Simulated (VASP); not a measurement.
## AlC18: single point with PBE

Slab: AlC18, a slab with vacuum.

```xyz
19
Lattice="7.3980 0.0000 0.0000 -3.6990 6.4069 0.0000 0.0000 0.0000 11.0000" Properties=species:S:1:pos:R:3 pbc="T T T"
C    -0.0022   -0.0552    0.9865
C     1.2261    0.6587    1.0017
C    -1.2365    2.0820    0.9909
C    -0.0041    2.7874    0.9995
C    -2.4729    4.2142    1.0001
C    -1.2433    4.9257    1.0087
C     2.4553   -0.0542    1.0088
C     3.6912    0.6633    0.9955
C     1.2287    2.0800    0.9957
C     2.4624    2.7913    0.9941
C    -0.0080    4.2096    1.0014
C     1.2346    4.9213    0.9721
C     4.9347   -0.0495    0.9610
C     6.1699    0.6621    0.9759
C     3.6949    2.0866    0.9961
C     4.9278    2.7930    0.9924
C     2.4701    4.2111    0.9819
C     3.6964    4.9277    0.9867
Al    0.6044    5.7390    3.1208
```

The cell was built by a generator and needn't be a form met in nature.

```
Program             : VASP 6.6.1
Task                : single point
Functional          : PBE
Potentials or basis : VASP PAW PBE potentials, release 64 (C, Al)
Cutoff              : 520 eV
k mesh              : 2 × 2 × 1
Occupations         : fermi-dirac, width 0.02 eV
Spin                : collinear spin, zero start
Starting moments    : [0.0, 0.0, 0.0, 0.0, 0.0, 0.0, 0.0, 0.0, 0.0, 0.0, 0.0, 0.0, 0.0, 0.0, 0.0, 0.0, 0.0, 0.0, 0.0] μB
```

```yaml
Largest_force: 0.223 eV/Å
Band_gap_on_the_k_mesh: none (metal or under the smearing width)
Net_moment: 0.00 μB per cell
Valence_electrons_inside_the_program's_atomic_spheres: C 2.66, 2.65; Al 0.75
```

Forces in eV/Å, atoms in the order of the input:
```
C    0.002 -0.008  0.000
C    0.008  0.010  0.001
C    0.002 -0.001  0.002
C    0.019 -0.015  0.001
C    0.013 -0.006  0.001
C    0.018  0.009  0.002
C    0.017 -0.003  0.004
C    0.001 -0.002  0.002
C    0.010  0.006  0.002
C    0.007  0.002  0.000
C    0.002  0.013  0.008
C    0.012  0.002  0.008
C    0.011  0.008  0.011
C    0.033  0.007 -0.003
C    0.022  0.009 -0.002
C    0.014 -0.005 -0.003
C    0.024 -0.003 -0.002
C    0.004  0.010 -0.003
Al  -0.219 -0.031 -0.028
```

Levels at points of the mesh, in eV from the Fermi level:
Spin up:
```tsv
k point	band 34	band 35	band 36	band 37	band 38	band 39	band 40	band 41
(0.00, 0.00, 0.00)	-3.46	-2.87	-0.78	-0.76	-0.53	-0.50	1.60	1.82
(0.50, 0.00, 0.00)	-3.31	-3.12	-2.82	-2.68	0.70	1.23	1.57	1.66
(0.00, 0.50, 0.00)	-3.21	-3.18	-2.81	-2.69	0.90	1.14	1.26	1.87
(0.50, 0.50, 0.00)	-3.27	-3.14	-2.82	-2.68	0.74	1.17	1.53	1.71
```
Spin down:
```csv
k point,band 35,band 36,band 37,band 38,band 39,band 40
"(0.00, 0.00, 0.00)",-2.87,-0.78,-0.76,-0.53,-0.50,1.60
"(0.50, 0.00, 0.00)",-3.12,-2.82,-2.68,0.70,1.23,1.57
"(0.00, 0.50, 0.00)",-3.18,-2.81,-2.69,0.90,1.14,1.26
"(0.50, 0.50, 0.00)",-3.14,-2.82,-2.68,0.74,1.17,1.53
```

It took 5.7 min on 1 thread of Intel(R) Xeon(R) Platinum 8488C (Sapphire Rapids), on a shared host, peak memory 0.81 GiB.

Caveat: the k mesh is coarse (spacing up to 0.49 Å⁻¹), so the values aren't converged.
